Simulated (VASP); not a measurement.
# HfTe (Fm-3m) in VASP: a series of runs

One crystal, HfTe, is run at these levels: PBEsol; tasks: single point, relaxation of cell and atoms.

Program: VASP 6.6.1. These are calculated values, not measurements. Logs are shortened: lines on timing, memory, paths and dates and some standing lists are left out, and cuts for length are marked.

### Step 1. The crystal as given

Symmetry: Fm-3m, No. 225, cubic system. Conventional cell: a = 5.749 Å, b = 5.749 Å, c = 5.749 Å, α = 90.00°, β = 90.00°, γ = 90.00°. Hf (site symmetry m-3m) is surrounded by 6 Te at 2.87 Å. Te (site symmetry m-3m) is surrounded by 6 Hf at 2.87 Å.

The cell comes from a database or a generator and needn't be the stable form of this composition.

### Step 2. Single point, PBEsol

File INCAR:

```
SYSTEM = HfTe
PREC     = Accurate       ! precision mode
ENCUT    = 520            ! plane-wave cutoff, eV
EDIFF    = 1E-6           ! SCF threshold, eV
ISMEAR   = 0              ! smearing method
SIGMA    = 0.1            ! smearing width, eV
LREAL    = .False.        ! projectors in reciprocal space
LASPH    = .True.         ! aspherical terms in the spheres
NELM     = 100            ! most SCF steps
ALGO     = Fast           ! electronic algorithm
ISIF     = 2              ! what is computed and relaxed
LWAVE    = .False.        ! write WAVECAR
LCHARG   = .True.         ! write CHGCAR
GGA      = PS             ! functional
LELF     = .True.         ! ELF
LVHAR    = .True.       
NBANDS   = 15             ! bands
```

File KPOINTS:

```
regular mesh
0
Gamma
  12 12 12
  0 0 0
```

File POSCAR:

```
HfTe
1.0
    0.0000000000      2.8746595530      2.8746595530
    2.8746595530      0.0000000000      2.8746595530
    2.8746595530      2.8746595530      0.0000000000
Hf Te
1 1
Direct
    0.0000000000      0.0000000000      0.0000000000
    0.5000000000      0.5000000000      0.5000000000
```

Potentials or basis: VASP PAW PBE potentials, release 64 (Hf_pv, Te).

The run is started by

```sh
> cat potpaw_PBE.64/Hf_pv/POTCAR potpaw_PBE.64/Te/POTCAR > POTCAR
> mpirun -np 1 vasp_std > vasp.out
```

OUTCAR:

```text
SYSTEM = HfTe
   PREC = Accurate
   ENCUT = 520
   EDIFF = 1E-6
   ISMEAR = 0
   LREAL = .False.
   LASPH = .True.
   NELM = 100
   ISIF = 2
   GGA = PS

 ion  position               nearest neighbor table
   1  0.000  0.000  0.000-   2 2.87   2 2.87   2 2.87   2 2.87   2 2.87   2 2.87
   2  0.500  0.500  0.500-   1 2.87   1 2.87   1 2.87   1 2.87   1 2.87   1 2.87

  LATTYP: Found a face centered cubic cell.
 ALAT       =     5.7493191060

  Lattice vectors:

 A1 = (   0.0000000000,   2.8746595530,   2.8746595530)
 A2 = (   2.8746595530,   0.0000000000,   2.8746595530)
 A3 = (   2.8746595530,   2.8746595530,   0.0000000000)

Analysis of symmetry for initial positions (statically):
=====================================================================
 Subroutine PRICEL returns:
 Original cell was already a primitive cell.

 Routine SETGRP: Setting up the symmetry group for a
 face centered cubic supercell.

 Subroutine GETGRP returns: Found 48 space group operations
 (whereof 48 operations were pure point group operations)
 out of a pool of 48 trial point group operations.

The static configuration has the point symmetry O_h .

Analysis of symmetry for dynamics (positions and initial velocities):
=====================================================================
 Subroutine PRICEL returns:
 Original cell was already a primitive cell.

 Routine SETGRP: Setting up the symmetry group for a
 face centered cubic supercell.

 Subroutine GETGRP returns: Found 48 space group operations
 (whereof 48 operations were pure point group operations)
 out of a pool of 48 trial point group operations.

The dynamic configuration has the point symmetry O_h .

 Subroutine INISYM returns: Found 48 space group operations
 (whereof 48 operations are pure point group operations),
 and found     1 'primitive' translations

----------------------------------------------------------------------------------------

                                     Primitive cell

  volume of cell :      47.5105

  direct lattice vectors                    reciprocal lattice vectors
     0.000000000  2.874659553  2.874659553    -0.173933640  0.173933640  0.173933640
     2.874659553  0.000000000  2.874659553     0.173933640 -0.173933640  0.173933640
     2.874659553  2.874659553  0.000000000     0.173933640  0.173933640 -0.173933640

  length of vectors
     4.065382527  4.065382527  4.065382527     0.301261902  0.301261902  0.301261902

  position of ions in fractional coordinates (direct lattice)
     0.000000000  0.000000000  0.000000000
     0.500000000  0.500000000  0.500000000

  ion indices of the primitive-cell ions
   primitive index   ion index
                 1           1
                 2           2

----------------------------------------------------------------------------------------

 KPOINTS: regular mesh

Automatic generation of k-mesh.
 Grid dimensions read from file:
 generate k-points for:   12   12   12

 Generating k-lattice:

  Cartesian coordinates                     Fractional coordinates (reciprocal lattice)
    -0.014494470  0.014494470  0.014494470     0.083333333  0.000000000  0.000000000
     0.014494470 -0.014494470  0.014494470     0.000000000  0.083333333  0.000000000
     0.014494470  0.014494470 -0.014494470     0.000000000  0.000000000  0.083333333

  Length of vectors
     0.025105158  0.025105158  0.025105158

  Shift w.r.t. Gamma in fractional coordinates (k-lattice)
     0.000000000  0.000000000  0.000000000

 Subroutine IBZKPT returns following result:
 ===========================================

 Found     72 irreducible k-points:

 Following reciprocal coordinates:
            Coordinates               Weight
  0.000000  0.000000  0.000000      1.000000
  0.083333  0.000000  0.000000      8.000000
  0.166667  0.000000  0.000000      8.000000
  0.250000  0.000000  0.000000      8.000000
  0.333333  0.000000  0.000000      8.000000
  0.416667  0.000000  0.000000      8.000000
[... 16 lines left out ...]
  0.500000  0.166667  0.000000     24.000000
 -0.416667  0.166667  0.000000     24.000000
 [... further k-points ...]
   k-points           NKPTS =     72   k-points in BZ     NKDIM =     72   number of bands    NBANDS=     15
   number of dos      NEDOS =    301   number of ions     NIONS =      2
   total plane-waves  NPLWV =  27000
   dimension x,y,z NGX =    30 NGY =   30 NGZ =   30
   dimension x,y,z NGXF=    60 NGYF=   60 NGZF=   60
   ions per type =               1   1
   NGX,Y,Z   is equivalent  to a cutoff of  12.27, 12.27, 12.27 a.u.
   NGXF,Y,Z  is equivalent  to a cutoff of  24.54, 24.54, 24.54 a.u.
 SYSTEM =  HfTe
   PREC   = accura    normal or accurate (medium, high low for compatibility)
   ISTART =      0    job   : 0-new  1-cont  2-samecut
   ICHARG =      2    charge: 1-file 2-atom 10-const
   ISPIN  =      1    spin polarized calculation?
   LNONCOLLINEAR =      F non collinear calculations
   LSORBIT =      F    spin-orbit coupling
   LASPH  =      T    aspherical Exc in radial PAW
   ENCUT  =  520.0 eV  38.22 Ry    6.18 a.u.   7.56  7.56  7.56*2*pi/ulx,y,z
   NELM   =    100;   NELMIN=  2; NELMDL= -5     # of ELM steps
   EDIFF  = 0.1E-05   stopping-criterion for ELM
   LREAL  =      F    real-space projection
   EDIFFG = 0.1E-04   stopping-criterion for IOM
   NSW    =      0    number of steps for IOM
   IBRION =     -1    ionic relax: 0-MD 1-quasi-New 2-CG
   NFREE  =      0    steps in history (QN), initial steepest desc. (CG)
   ISIF   =      2    stress and relaxation
   ISYM   =      2    0-nonsym 1-usesym 2-fastsym
   POTIM  = 0.5000    time-step for ionic-motion
   TEBEG  =    0.0;   TEEND  =   0.0 temperature during run
   PSTRESS=    0.0 pullay stress
   NELECT =      16.0000    total number of electrons
   NUPDOWN=      -1.0000    fix difference up-down
   EMIN   =  10.00;   EMAX   =-10.00  energy-range for DOS
   EFERMI =   0.00;   METHOD = LEGACY
   ISMEAR =     0;   SIGMA  =   0.10  broadening in eV -4-tet -1-fermi 0-gaus
   EFERMI_NEDOS =   21; number of points for ismear=-14 and -15
   IALGO  =     68    algorithm
   IMIX   =      4    mixing-type and parameters
     AMIX     =   0.40;   BMIX     =  1.00
     AMIX_MAG =   1.60;   BMIX_MAG =  1.00
  volume/ion in A,a.u.               =      23.76       160.31
  Fermi-wavevector in a.u.,A,eV,Ry     =   1.138986  2.152372 17.650692  1.297289
  Thomas-Fermi vector in A             =   2.275690
   LORBIT       =      0    0 simple, 1 ext, 2 COOP (PROOUT), +10 PAW based schemes
   GGA     = PS    functional components
   LHFCALC =     F    Hartree Fock is set to
   AEXX    =    0.0000 exact exchange contribution
   IVDW    =     0    specifies the selected vdW correction
   LEPSILON=     F    determine dielectric tensor
   LRPA    =     F    only Hartree local field effects (RPA)
 non-spin polarized calculation
 RMM-DIIS sequential band-by-band and
 Gauss-broadening in eV      SIGMA  =   0.10
  energy-cutoff  :      520.00
  volume of cell :       47.51
 maximum number of plane-waves:      1303
   NGX = 15   NGY = 15   NGZ = 15

 number of electron      16.0000002 magnetization

 Free energy of the ion-electron system (eV)
  ---------------------------------------------------
  ext. energy  EPLUGINS =         0.00000000
  ---------------------------------------------------
  free energy    TOTEN  =       -14.49295112 eV

  energy without entropy =      -14.48587969  energy(sigma->0) =      -14.48941541

 E-fermi :   8.3538     XC(G=0): -10.9458

 val. band max:        8.3361409565   @ k =   0.2500   0.2500   0.0000
 cond. band min:       8.3838031128   @ k =  -0.0833   0.0833   0.0000
 fundamental gap:      0.0476621563
 Fermi energy:         8.3538402031

 k-point     1 :       0.0000    0.0000    0.0000
  band No.  band energies     occupation
      1     -23.5867      2.00000
      2     -23.5867      2.00000
      3     -23.5867      2.00000
      4      -6.0491      2.00000
      5       6.2757      2.00000
      6       6.2757      2.00000
      7       6.2757      2.00000
      8       7.2619      2.00000
      9       7.2619      2.00000
     10       7.2619      2.00000
     11       7.8870      2.00000
     12       7.8870      2.00000
     13      10.0449      0.00000
     14      13.8514      0.00000
     15      18.9264      0.00000

 k-point     2 :       0.0833    0.0000    0.0000
  band No.  band energies     occupation
      1     -23.5921      2.00000
      2     -23.5870      2.00000
      3     -23.5870      2.00000
      4      -5.9637      2.00000
      5       5.4368      2.00000
      6       5.7775      2.00000
      7       5.7775      2.00000
      8       7.4155      2.00000
      9       7.4155      2.00000
     10       7.5699      2.00000
     11       8.4584      0.13940
     12       8.4584      0.13940
     13      10.6273      0.00000
     14      14.1096      0.00000
     15      17.6736      0.00000

 k-point     3 :       0.1667    0.0000    0.0000
  band No.  band energies     occupation
      1     -23.6069      2.00000
      2     -23.5876      2.00000
      3     -23.5876      2.00000
      4      -5.7161      2.00000
      5       4.1036      2.00000
      6       5.0351      2.00000
      7       5.0351      2.00000
      8       7.7038      2.00000
      9       7.7038      2.00000
     10       7.7879      2.00000
     11       9.5750      0.00000
     12       9.5750      0.00000
     13      11.8722      0.00000
     14      14.6327      0.00000
     15      16.3792      0.00000
[... 343 lines left out ...]
 k-point    23 :       0.5000    0.1667    0.0000
  band No.  band energies     occupation
      1     -23.6568      2.00000
      2     -23.6020      2.00000
      3     -23.5959      2.00000
      4      -4.4033      2.00000
      5       1.0943      2.00000
      6       3.2984      2.00000
      7       3.7588      2.00000
      8       8.0795      1.99990
      9       9.4923      0.00000
     10       9.5660      0.00000
     11      11.0163      0.00000
     12      11.4162      0.00000
     13      12.4083      0.00000
     14      14.3946      0.00000
     15      15.4238      0.00000

 k-point    24 :      -0.4167    0.1667    0.0000
  band No.  band energies     occupation
      1     -23.6577      2.00000
      2     -23.6051      2.00000
      3     -23.5932      2.00000
      4      -4.3432      2.00000
      5       0.9849      2.00000
      6       3.2855      2.00000
      7       3.6261      2.00000
      8       8.7525      0.00000
      9       9.1240      0.00000
     10       9.2803      0.00000
     11      11.1620      0.00000
     12      11.5877      0.00000
     13      12.3134      0.00000
     14      14.9622      0.00000
     15      15.3761      0.00000

 [... further k-points ...]
[... 5 lines left out ...]
  --------------------------------------------------------------------------------------
  -------------------------------------------------------------------------------------
  Total       -0.0540913     -0.0540913     -0.0540913     -0.0000000     -0.0000000      0.0000000
  in kB       -1.8241006     -1.8241006     -1.8241006     -0.0000000     -0.0000000      0.0000000
  external PRESSURE =      -1.8241006 kB  Pullay stress =       0.0000000 kB

 VOLUME and BASIS-vectors are now :
 -----------------------------------------------------------------------------
  energy-cutoff  :      520.00
  volume of cell :       47.51
      direct lattice vectors                 reciprocal lattice vectors
     0.000000000  2.874659553  2.874659553    -0.173933640  0.173933640  0.173933640
     2.874659553  0.000000000  2.874659553     0.173933640 -0.173933640  0.173933640
     2.874659553  2.874659553  0.000000000     0.173933640  0.173933640 -0.173933640

 POSITION                                       TOTAL-FORCE (eV/Angst)
 -----------------------------------------------------------------------------------
      0.00000      0.00000      0.00000         0.000000     -0.000000     -0.000000
      2.87466      2.87466      2.87466        -0.000000      0.000000      0.000000
 -----------------------------------------------------------------------------------
    total drift:                               -0.000000      0.000000      0.000000

  FREE ENERGIE OF THE ION-ELECTRON SYSTEM (eV)
  ---------------------------------------------------
  free  energy   TOTEN  =       -14.4929511218 eV

  energy  without entropy=      -14.4858796923  energy(sigma->0) =      -14.48941541
```

Wall time 35 s (1 thread of Intel Xeon Platinum 8488C (Sapphire Rapids), shared host); peak memory 0.2 GiB.

What came out:

| Quantity | Value |
| --- | --- |
| Free energy | -14.4930 eV |
| Pressure | -0.2 GPa |
| Band gap on the k mesh | none (metal or under the smearing width) |

Caveat: the PAW data sets were made with another functional, which shifts forces and pressure a little. Spin-orbit coupling is left out, which matters for the levels of Hf, Te.

(Part 1 of 2 ends here.)
